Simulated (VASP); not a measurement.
Input:

```yaml
crystal:
  lattice:
    - [3.01009, 0.00000, 0.00000]
    - [0.00000, 3.01009, 0.00000]
    - [0.00000, 0.00000, 4.54380]
  atoms:
    - { symbol: Mg, position: [0.00000, 0.00000, 0.00000] }
    - { symbol: Zr, position: [0.50000, 0.50000, 0.50000] }
```

Computed with LDA (Ceperley-Alder, Perdew-Zunger), VASP's LDA PAW potentials (set 64) (plane waves; VASP 6.6.1). Numerical set-up: 400 eV cut-off, Gaussian smearing of 0.050 eV, potentials Mg Zr_sv.

Estimate the band gap (along the path) with the smallest direct gap where there is one.

```json
{
 "band gap (along the path)": "none (metal, semimetal or under 0.01 eV)"
}
```

Total energies compare only between runs with the same potentials, cut-off and functional.

The structure comes from a computed database's MgZr entry (P4/mmm); how it stands against other phases isn't given here. It was relaxed first, which changed the volume by -7 %.
